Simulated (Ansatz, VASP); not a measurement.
# Sc6SiO11 (glassy 75Sc2O3-25SiO2 (mol %)): VASP beside Ansatz, part 2 of 3

Aim: how closely do two programs agree when they are given the same cell, functional and k mesh? Of the first pair: The structure shown is the start of the Ansatz relaxation below; VASP solves that cell, so the two are compared at the walk's first step.

VASP 6.6.1 and Ansatz 0.2.0.

So far: Starting point; Ansatz: relaxation, PBE.

### 3. VASP: single point, PBE, start cell, pair 1

Level of this step: PBE; plane waves and PAW (Sc_sv, Si, O) (VASP).

The same cell, functional, mesh and smearing now go to VASP, with its own data sets.

Lines of VASP's logs that name or quote its potential files are left out, and so is its time.

INCAR

```
SYSTEM = Sc6SiO11
PREC = Accurate
ENCUT = 520
EDIFF = 1E-06
NELM = 120
ISMEAR = -1
SIGMA = 0.05
LREAL = Auto
ALGO = Normal
GGA = PE
NBANDS = 328
LASPH = .TRUE.
LORBIT = 11
LWAVE = .FALSE.
LCHARG = .FALSE.
ISIF = 2
GGA_COMPAT = .FALSE.
EFERMI = MIDGAP
NCORE = 2
```

POSCAR

```
Sc6SiO11
1.0
    9.7480800000      0.0000000000      0.0000000000
    0.0000000000      9.7480800000      0.0000000000
    0.0000000000      0.0000000000      9.7480800000
Sc Si O
24 4 44
Direct
    0.6687778516      0.3807108682      0.2035067418
    0.4525609146      0.9831166753      0.9622920616
    0.6571242747      0.2576712542      0.9089687405
    0.4932458494      0.2475461835      0.4571053992
    0.0397001256      0.3145645091      0.1813895659
    0.3071989561      0.3930209846      0.8987308270
    0.1858930169      0.7798663942      0.4447029569
    0.7971415910      0.3170265324      0.5786165070
    0.1771528342      0.3976475367      0.5153425085
    0.7818257544      0.6884945548      0.6333657500
    0.2495158021      0.0360070906      0.6324630081
    0.4516171390      0.8977460177      0.3414826304
    0.4975133565      0.5961789399      0.6189526553
    0.9824703942      0.5630852435      0.3485404305
    0.8626211521      0.5439840461      0.9639231520
    0.0399771032      0.9518489795      0.2047685288
    0.6060885836      0.9757613807      0.6774770006
    0.3720219777      0.5216001510      0.2683400218
    0.5472154517      0.6446705402      0.9271261623
    0.7206649925      0.0414645756      0.2584816702
    0.2372364609      0.7044771894      0.0732862266
    0.3172829932      0.1970849644      0.1319849652
    0.1075801594      0.5939118267      0.7564361392
    0.0199321302      0.2402934732      0.7993471535
    0.9155033607      0.0058575637      0.5361158300
    0.0928593118      0.9048961437      0.8606412750
    0.6615353998      0.6848938458      0.3426315746
    0.7908736900      0.8925552519      0.9615842299
    0.1594570418      0.4428256641      0.2965814807
    0.9227355541      0.8964637139      0.8576355549
    0.7548973747      0.7378581218      0.9891383739
    0.1286202001      0.0545338159      0.8095235164
    0.8576868471      0.3354096396      0.8847793617
    0.7016150873      0.1916787716      0.1183412528
    0.1270301434      0.8833739567      0.0185472421
    0.1252144012      0.1350932696      0.2294092785
    0.8809734840      0.4529404765      0.1906529286
    0.3247819058      0.7287999278      0.2763313391
    0.4091062035      0.7911096339      0.9993968043
    0.4388453931      0.2203921182      0.9610918253
    0.3773666199      0.4914916578      0.4901990956
    0.6870583746      0.4948666814      0.6151878113
    0.9025879968      0.6007849751      0.7642222879
    0.6856632280      0.3033315278      0.3967960870
    0.9261003192      0.1532814667      0.6255488260
    0.4172513972      0.0034160573      0.7507734857
    0.8866156207      0.0245791992      0.3774179120
    0.0674594382      0.9398568744      0.5318278061
    0.0512613766      0.7639555687      0.2906623663
    0.1551382426      0.3894818262      0.7368117619
    0.6444448548      0.4665534136      0.9968834889
    0.1690794495      0.7909249822      0.7692078850
    0.5855614644      0.5608078719      0.2642058744
    0.5634750638      0.7252607693      0.4736214721
    0.8013988396      0.9092149428      0.6010311774
    0.4113425413      0.0206604788      0.1764039688
    0.9711656039      0.3862504206      0.4784121591
    0.5988666486      0.7539535991      0.7416332242
    0.1501629039      0.2766903842      0.0023286637
    0.3297367276      0.9029880756      0.4987751434
    0.0786411273      0.5944760404      0.9762537854
    0.4319619864      0.3113843957      0.2562555908
    0.5741643483      0.0496508030      0.4355114033
    0.1151201057      0.6113101247      0.5441994731
    0.2908777934      0.2141344757      0.5336332898
    0.6385770326      0.2107799690      0.6906283083
    0.6429368655      0.8254548588      0.2572711755
    0.8636059614      0.9658004448      0.1005326177
    0.8048251553      0.6639050972      0.4085625067
    0.3301162896      0.5199382853      0.0620532454
    0.4127274294      0.5487131825      0.7964850514
    0.6659157496      0.9870353957      0.9080659986
```

KPOINTS

```
Automatic mesh
0
Gamma
1 1 1
0 0 0
```

PAW data sets: Sc_sv, Si and O (PBE family, release 64).

Launch:

```
> mpirun -np 8 vasp_gam
```

Numbers of over 12 decimals in the logs are rounded to 6 here.

The log of the run:

```text
[banner, memory and clock lines left out]
running    8 mpi-ranks, on    1 nodes
[...]
LDA part: xc-table for (Slater+PW92), standard interpolation
 POSCAR, INCAR and KPOINTS ok, starting setup
[...]
entering main loop
       N       E                     dE             d eps       ncg     rms          rms(c)
DAV:   1     0.138380269132E+05    0.13838E+05   -0.26585E+05   664   0.199E+03
DAV:   2     0.282104567192E+04   -0.11017E+05   -0.10751E+05   696   0.720E+02
DAV:   3    -0.181350882644E+03   -0.30024E+04   -0.28486E+04  1000   0.373E+02
DAV:   4    -0.740887057652E+03   -0.55954E+03   -0.55335E+03  1048   0.169E+02
[...]
DAV:  18    -0.621474153859E+03   -0.13965E-05   -0.77740E-05   856   0.205E-02    0.310E-02
DAV:  19    -0.621474154353E+03   -0.49432E-06   -0.32711E-05   936   0.146E-02    0.140E-02
DAV:  20    -0.621474153420E+03    0.93276E-06   -0.71613E-06   800   0.821E-03
   1 F= -.62147415E+03 E0= -.62147415E+03  d E =-.889368E-13
```

Parts of OUTCAR (step 3):

```text
  Total        8.4565129      0.9035660      0.9605592     -4.9501474     -1.4784458     -0.7886564
  in kB       14.6266425      1.5628353      1.6614125     -8.5619258     -2.5571650     -1.3640842
  external PRESSURE =       5.9502968 kB  Pullay stress =       0.0000000 kB

 POSITION                                       TOTAL-FORCE (eV/Angst)
 -----------------------------------------------------------------------------------
      6.51930      3.71120      1.98380         0.573078     -0.644578      0.344130
      4.41160      9.58350      9.38050         0.270522     -0.039911     -0.483286
      6.40570      2.51180      8.86070         0.179462      0.228357     -0.128959
      4.80820      2.41310      4.45590        -0.165815     -0.212587      0.119953
      0.38700      3.06640      1.76820         0.454560     -0.127794     -0.506312
      2.99460      3.83120      8.76090         0.316989     -0.187370      0.489021
      1.81210      7.60220      4.33500        -1.121700     -1.069077      0.759079
      7.77060      3.09040      5.64040        -1.835573      1.291431     -1.226523
      1.72690      3.87630      5.02360         0.969041     -0.634865     -0.316572
      7.62130      6.71150      6.17410        -0.810495      0.017443     -0.484589
      2.43230      0.35100      6.16530         0.501958      0.010598     -0.859313
      4.40240      8.75130      3.32880         1.242192     -0.496454     -0.491309
      4.84980      5.81160      6.03360         0.590083     -0.998987     -0.702685
      9.57720      5.48900      3.39760        -0.733201      0.091530      0.484629
[...]
-----------------------------------------------------------------------------------
    total drift:                               -0.008945     -0.041930      0.012578

  FREE ENERGIE OF THE ION-ELECTRON SYSTEM (eV)
  ---------------------------------------------------
  free  energy   TOTEN  =      -621.4741534202 eV

  energy  without entropy=     -621.4741534202  energy(sigma->0) =     -621.47415342

[... 3 further parts left out ...]
[key lines of the parts left out:]
E-fermi :   3.8741
```

The run ends at a pressure of 0.60 GPa, with forces up to 3.5 eV/Å.

### 4. Comparison

Known differences besides the potentials themselves: the cutoff is 420 eV in Ansatz and 520 eV in VASP (PREC = Accurate, projectors in real space). Total energies have different zeros and are not compared.

Forces on 10 of the 72 atoms, those with the largest forces and the largest differences (eV/Å; atoms numbered as in POSCAR):

| atom | Ansatz x, y, z | VASP x, y, z |
| --- | --- | --- |
| Sc10 | -0.815, -0.046, -0.439 | -0.810, 0.017, -0.485 |
| Sc21 | -0.870, 0.342, -0.089 | -0.919, 0.373, -0.050 |
| Si26 | -2.262, -1.655, -0.147 | -2.288, -1.628, -0.158 |
| Si27 | -2.498, 1.613, 0.045 | -2.492, 1.600, 0.020 |
| Si28 | 3.098, 1.046, 0.993 | 3.102, 1.080, 0.989 |
| O31 | -1.122, -2.737, 0.164 | -1.132, -2.764, 0.174 |
| O35 | 1.175, 0.357, 2.527 | 1.179, 0.371, 2.533 |
| O47 | -0.764, 0.971, -2.710 | -0.740, 0.981, -2.719 |
| O60 | 0.290, 0.363, 0.426 | 0.348, 0.399, 0.488 |
| O69 | 3.150, -0.990, 1.012 | 3.159, -0.991, 1.015 |

The forces differ by 25 meV/Å r.m.s., which is 3.0 % of the r.m.s. force of 0.838 eV/Å (both taken over all components).

### 5. Ansatz: relaxation, PBE

This run makes the geometry at which the two programs are then compared. The cell compared in this pair holds 919.03 Å³, against 926.31 Å³ for the pair before.

The structure compared here is the end of the Ansatz relaxation.

input.yaml

```yaml
crystal:
  lattice:
    - [9.74808, 0.0, 0.0]
    - [0.0, 9.74808, 0.0]
    - [0.0, 0.0, 9.74808]
  atoms:
    - { symbol: Sc, position: [0.66878, 0.38071, 0.20351] }
    - { symbol: Sc, position: [0.45256, 0.98312, 0.96229] }
    - { symbol: Sc, position: [0.65712, 0.25767, 0.90897] }
    - { symbol: Sc, position: [0.49325, 0.24755, 0.45711] }
    - { symbol: Sc, position: [0.0397, 0.31456, 0.18139] }
    - { symbol: Sc, position: [0.3072, 0.39302, 0.89873] }
    - { symbol: Sc, position: [0.18589, 0.77987, 0.4447] }
    - { symbol: Sc, position: [0.79714, 0.31703, 0.57862] }
    - { symbol: Sc, position: [0.17715, 0.39765, 0.51534] }
    - { symbol: Sc, position: [0.78183, 0.68849, 0.63337] }
    - { symbol: Sc, position: [0.24952, 0.03601, 0.63246] }
    - { symbol: Sc, position: [0.45162, 0.89775, 0.34148] }
    - { symbol: Sc, position: [0.49751, 0.59618, 0.61895] }
    - { symbol: Sc, position: [0.98247, 0.56309, 0.34854] }
    - { symbol: Sc, position: [0.86262, 0.54398, 0.96392] }
    - { symbol: Sc, position: [0.03998, 0.95185, 0.20477] }
    - { symbol: Sc, position: [0.60609, 0.97576, 0.67748] }
    - { symbol: Sc, position: [0.37202, 0.5216, 0.26834] }
    - { symbol: Sc, position: [0.54722, 0.64467, 0.92713] }
    - { symbol: Sc, position: [0.72066, 0.04146, 0.25848] }
    - { symbol: Sc, position: [0.23724, 0.70448, 0.07329] }
    - { symbol: Sc, position: [0.31728, 0.19708, 0.13198] }
    - { symbol: Sc, position: [0.10758, 0.59391, 0.75644] }
    - { symbol: Sc, position: [0.01993, 0.24029, 0.79935] }
    - { symbol: Si, position: [0.9155, 0.00586, 0.53612] }
    - { symbol: Si, position: [0.09286, 0.9049, 0.86064] }
    - { symbol: Si, position: [0.66154, 0.68489, 0.34263] }
    - { symbol: Si, position: [0.79087, 0.89256, 0.96158] }
    - { symbol: O, position: [0.15946, 0.44283, 0.29658] }
    - { symbol: O, position: [0.92274, 0.89646, 0.85764] }
    - { symbol: O, position: [0.7549, 0.73786, 0.98914] }
    - { symbol: O, position: [0.12862, 0.05453, 0.80952] }
    - { symbol: O, position: [0.85769, 0.33541, 0.88478] }
    - { symbol: O, position: [0.70161, 0.19168, 0.11834] }
    - { symbol: O, position: [0.12703, 0.88337, 0.01855] }
    - { symbol: O, position: [0.12521, 0.13509, 0.22941] }
    - { symbol: O, position: [0.88097, 0.45294, 0.19065] }
    - { symbol: O, position: [0.32478, 0.7288, 0.27633] }
    - { symbol: O, position: [0.40911, 0.79111, 0.9994] }
    - { symbol: O, position: [0.43885, 0.22039, 0.96109] }
    - { symbol: O, position: [0.37737, 0.49149, 0.4902] }
    - { symbol: O, position: [0.68706, 0.49487, 0.61519] }
    - { symbol: O, position: [0.90259, 0.60078, 0.76422] }
    - { symbol: O, position: [0.68566, 0.30333, 0.3968] }
    - { symbol: O, position: [0.9261, 0.15328, 0.62555] }
    - { symbol: O, position: [0.41725, 0.00342, 0.75077] }
    - { symbol: O, position: [0.88662, 0.02458, 0.37742] }
    - { symbol: O, position: [0.06746, 0.93986, 0.53183] }
    - { symbol: O, position: [0.05126, 0.76396, 0.29066] }
    - { symbol: O, position: [0.15514, 0.38948, 0.73681] }
    - { symbol: O, position: [0.64444, 0.46655, 0.99688] }
    - { symbol: O, position: [0.16908, 0.79093, 0.76921] }
    - { symbol: O, position: [0.58556, 0.56081, 0.26421] }
    - { symbol: O, position: [0.56348, 0.72526, 0.47362] }
    - { symbol: O, position: [0.8014, 0.90921, 0.60103] }
    - { symbol: O, position: [0.41134, 0.02066, 0.1764] }
    - { symbol: O, position: [0.97117, 0.38625, 0.47841] }
    - { symbol: O, position: [0.59887, 0.75395, 0.74163] }
    - { symbol: O, position: [0.15016, 0.27669, 0.00233] }
    - { symbol: O, position: [0.32974, 0.90299, 0.49878] }
    - { symbol: O, position: [0.07864, 0.59448, 0.97625] }
    - { symbol: O, position: [0.43196, 0.31138, 0.25626] }
    - { symbol: O, position: [0.57416, 0.04965, 0.43551] }
    - { symbol: O, position: [0.11512, 0.61131, 0.5442] }
    - { symbol: O, position: [0.29088, 0.21413, 0.53363] }
    - { symbol: O, position: [0.63858, 0.21078, 0.69063] }
    - { symbol: O, position: [0.64294, 0.82545, 0.25727] }
    - { symbol: O, position: [0.86361, 0.9658, 0.10053] }
    - { symbol: O, position: [0.80483, 0.6639, 0.40856] }
    - { symbol: O, position: [0.33012, 0.51994, 0.06205] }
    - { symbol: O, position: [0.41273, 0.54871, 0.79648] }
    - { symbol: O, position: [0.66592, 0.98704, 0.90807] }
kpoints:
  mp_grid: { grid: [1, 1, 1] }
hamiltonian:
  xc: pbe
  pseudopotentials: { kind: paw, azcp: { folder: soft_1 } }
scf:
  occupations: { method: fermi_dirac, width: 0.05 }
output:
  forces: true
relax:
  f_tol: 0.05
  max_steps: 150
  cell: {}
```

Launch:

```
> ansatz run input.yaml --threads 4 --pin off --max-ram 8192MiB --backend cpu --events-out ev --progress --plain --runs-dir out
```

The log of the run:

```text
[...]
Crystal: 72 atoms, lattice volume = 926.312 Å³
Basis set: ecut = 420 eV, 18037 PW (Γ), exchange–correlation on 144×144×144 points (8 copies of the dense FFT grid, shifted against one another)
Bands: 344, of which v1, the nominal top of the filled ones, is band 272 counted from 1 (271 counted from 0)
Symmetry: 1 space group operations
[...]
k-points: 1
[...]
- { symbol: O, position: [0.754422, 0.729648, 0.991299] }
    - { symbol: O, position: [0.148412, 0.050879, 0.816543] }
    - { symbol: O, position: [0.879319, 0.314601, 0.903098] }
    - { symbol: O, position: [0.683940, 0.197325, 0.116912] }
    - { symbol: O, position: [0.130526, 0.903023, 0.059180] }
    - { symbol: O, position: [0.118594, 0.161398, 0.223971] }
[...]
- { symbol: O, position: [0.794215, 0.664264, 0.407216] }
    - { symbol: O, position: [0.343630, 0.515758, 0.060471] }
    - { symbol: O, position: [0.415711, 0.537221, 0.792268] }
    - { symbol: O, position: [0.669791, 0.990863, 0.903456] }
[key lines of the parts left out:]
P = ⅓ Tr σ = -0.0012 GPa (-0.012 kbar)
```

[end of part 2 of 3]

[Lines on the potential files, build, host, timing and source positions are cut from VASP's logs without a mark.]

[Logs are printed without paths, hosts, clocks, repeated set-up lines and the standing remarks that a program may print on its own settings, such as how far it seeks lower states.]

[Hosts, paths, dates, database ids (printed as entryN), source tags and the programs' standing remarks are cut or masked in the printed files.]
